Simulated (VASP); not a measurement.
Output of a VASP run:

OSZICAR:
```
...
RMM:  15    -0.692280048960E+00   -0.40882E-06   -0.64728E-06 24774   0.385E-03    0.597E-05
RMM:  16    -0.692279143346E+00    0.90561E-06   -0.53928E-06 23408   0.334E-03    0.789E-05
RMM:  17    -0.692278941853E+00    0.20149E-06   -0.41814E-06 23214   0.294E-03    0.804E-05
RMM:  18    -0.692278878884E+00    0.62969E-07   -0.36037E-06 22452   0.261E-03    0.795E-05
RMM:  19    -0.692279236535E+00   -0.35765E-06   -0.29355E-06 22372   0.233E-03    0.750E-05
 Linear response progress:
  Degree of freedom:   2/  2
       N       E                     dE             d eps       ncg     rms          rms(c)
RMM:   1    -0.231591720178E+00   -0.23159E+00    0.10688E-01 21458   0.333E+00
RMM:   2    -0.226532576709E+00    0.50591E-02   -0.14734E-02 19682   0.857E-01    0.138E-01
RMM:   3    -0.228459178876E+00   -0.19266E-02   -0.50192E-03 21154   0.349E-01    0.723E-02
RMM:   4    -0.230144793337E+00   -0.16856E-02   -0.12950E-03 20736   0.210E-01    0.225E-02
RMM:   5    -0.230456603768E+00   -0.31181E-03   -0.40458E-04 23528   0.892E-02    0.686E-03
RMM:   6    -0.230475700384E+00   -0.19097E-04   -0.66040E-05 22552   0.369E-02    0.146E-03
RMM:   7    -0.230450437310E+00    0.25263E-04   -0.31376E-05 23115   0.178E-02    0.654E-04
RMM:   8    -0.230451012167E+00   -0.57486E-06   -0.64248E-05 23698   0.870E-03    0.411E-04
RMM:   9    -0.230452559705E+00   -0.15475E-05   -0.56821E-05 21943   0.500E-03    0.340E-04
RMM:  10    -0.230453336826E+00   -0.77712E-06   -0.49759E-05 22956   0.298E-03    0.143E-04
RMM:  11    -0.230452736116E+00    0.60071E-06   -0.23343E-05 24233   0.170E-03    0.140E-04
RMM:  12    -0.230452712266E+00    0.23850E-07   -0.21256E-05 24203   0.933E-04    0.167E-04
RMM:  13    -0.230452727228E+00   -0.14963E-07   -0.10004E-05 22950   0.574E-04    0.130E-04
RMM:  14    -0.230451869899E+00    0.85733E-06   -0.84056E-06 18429   0.594E-04    0.182E-04
RMM:  15    -0.230452238126E+00   -0.36823E-06   -0.56768E-06 20615   0.327E-04    0.492E-05
RMM:  16    -0.230452427397E+00   -0.18927E-06   -0.26952E-06 22301   0.210E-04    0.227E-05
RMM:  17    -0.230452458773E+00   -0.31376E-07   -0.21768E-06 24733   0.126E-04    0.252E-05
RMM:  18    -0.230452432027E+00    0.26746E-07   -0.16343E-06 21652   0.899E-05    0.143E-05
RMM:  19    -0.230452399978E+00    0.32049E-07   -0.12941E-06 20072   0.788E-05    0.164E-05
RMM:  20    -0.230452433714E+00   -0.33736E-07   -0.92498E-07 22379   0.538E-05    0.507E-06
RMM:  21    -0.230452435834E+00   -0.21200E-08   -0.62110E-07 23626   0.396E-05    0.429E-06
RMM:  22    -0.230452442299E+00   -0.64650E-08   -0.51607E-07 21652   0.302E-05    0.239E-06
RMM:  23    -0.230452445535E+00   -0.32357E-08   -0.40058E-07 20693   0.250E-05    0.230E-06
RMM:  24    -0.230452442101E+00    0.34336E-08   -0.33711E-07 18110   0.214E-05    0.217E-06
RMM:  25    -0.230452443603E+00   -0.15020E-08   -0.27755E-07 15952   0.186E-05    0.184E-06
RMM:  26    -0.230452445606E+00   -0.20029E-08   -0.21383E-07 17036   0.171E-05    0.106E-06
RMM:  27    -0.230452445900E+00   -0.29356E-09   -0.18146E-07 14734   0.155E-05    0.796E-07
RMM:  28    -0.230452444976E+00    0.92427E-09   -0.15667E-07 16154   0.146E-05    0.750E-07
RMM:  29    -0.230452449202E+00   -0.42266E-08   -0.13081E-07 12309   0.132E-05    0.122E-07
RMM:  30    -0.230452450323E+00   -0.11211E-08   -0.10347E-07  9834   0.121E-05    0.275E-07
RMM:  31    -0.230452450601E+00   -0.27762E-09   -0.87470E-08  9219   0.115E-05    0.411E-07
 Linear response finished
```

File OUTCAR:
```
------------------------ aborting loop because EDIFF is reached ----------------------------------------

   1 f  =   14.403413 THz    90.499315 2PiTHz  480.446154 cm-1    59.567704 meV
             X         Y         Z           dx          dy          dz
      0.000000  0.000000  0.000000     0.476491   -0.000000   -0.000000
      2.141407  2.141407  2.141407    -0.879180   -0.000000   -0.000000

   2 f  =   14.403413 THz    90.499315 2PiTHz  480.446154 cm-1    59.567704 meV
             X         Y         Z           dx          dy          dz
      0.000000  0.000000  0.000000     0.000000   -0.476491   -0.000000
      2.141407  2.141407  2.141407     0.000000    0.879180   -0.000000

   3 f  =   14.403413 THz    90.499315 2PiTHz  480.446154 cm-1    59.567704 meV
             X         Y         Z           dx          dy          dz
      0.000000  0.000000  0.000000     0.000000    0.000000   -0.476491
      2.141407  2.141407  2.141407     0.000000    0.000000    0.879180

   4 f/i=    0.013529 THz     0.085006 2PiTHz    0.451284 cm-1     0.055952 meV
             X         Y         Z           dx          dy          dz
      0.000000  0.000000  0.000000     0.621674   -0.000000    0.621674
      2.141407  2.141407  2.141407     0.336930    0.000000    0.336930

   5 f/i=    0.013529 THz     0.085006 2PiTHz    0.451284 cm-1     0.055952 meV
             X         Y         Z           dx          dy          dz
      0.000000  0.000000  0.000000    -0.439590   -0.621674    0.439590
      2.141407  2.141407  2.141407    -0.238245   -0.336930    0.238245

   6 f/i=    0.013529 THz     0.085006 2PiTHz    0.451284 cm-1     0.055952 meV
             X         Y         Z           dx          dy          dz
      0.000000  0.000000  0.000000    -0.439590    0.621674    0.439590
      2.141407  2.141407  2.141407    -0.238245    0.336930    0.238245

 ELASTIC MODULI CONTR FROM IONIC RELAXATION (kBar)
 Direction    XX          YY          ZZ          XY          YZ          ZX
 --------------------------------------------------------------------------------
 XX           0.0000      0.0000      0.0000      0.0000      0.0000      0.0000
 YY           0.0000      0.0000      0.0000      0.0000      0.0000      0.0000
 ZZ           0.0000      0.0000      0.0000      0.0000      0.0000      0.0000
 XY           0.0000      0.0000      0.0000      0.0000      0.0000      0.0000
 YZ           0.0000      0.0000      0.0000      0.0000      0.0000      0.0000
 ZX           0.0000      0.0000      0.0000      0.0000      0.0000      0.0000
 --------------------------------------------------------------------------------
```
(Selected blocks of OUTCAR.)

**POSCAR**
```
TiN
1
    0.0000000000     2.1414070000     2.1414070000
    2.1414070000     0.0000000000     2.1414070000
    2.1414070000     2.1414070000     0.0000000000
Ti N
1 1
Direct
  0.0000000000   0.0000000000   0.0000000000
  0.5000000000   0.5000000000   0.5000000000
```

### Question
Write an INCAR and KPOINTS that could have produced this output.

### Answer
Several could match; the one computed here: the input of the run itself, PBE GGA, plane waves, VASP's PBE PAW potentials (set 64).

**KPOINTS**
```
Automatic mesh
0
Gamma
17 17 17
0 0 0
```

INCAR:
```
ALGO = Normal
EDIFF = 1E-8
ENCUT = 400
GGA = PE
IBRION = 8
ISIF = 2
ISMEAR = -1
LASPH = .TRUE.
LCHARG = .FALSE.
LEPSILON = .FALSE.
LMAXMIX = 4
LREAL = .FALSE.
LWAVE = .FALSE.
NELM = 100
NSW = 1
PREC = Accurate
SIGMA = 0.05
SYSTEM = TiN
```

POTCAR, in this order: Ti_sv N (PBE.64 set). Program: vasp_std.

At this cut-off the stress carries a Pulay error, which pulls relaxed volumes low.

The structure comes from a computed database's TiN entry; how it stands against other phases isn't given here. The cell was not relaxed at this level. The run is one of a series of settings (EDIFF = 1E-8, IBRION = 8, LEPSILON = .FALSE., NSW = 1 against the base run), some of them coarse on purpose. The electron count is odd and the run is not spin-polarised, which forces a metal.
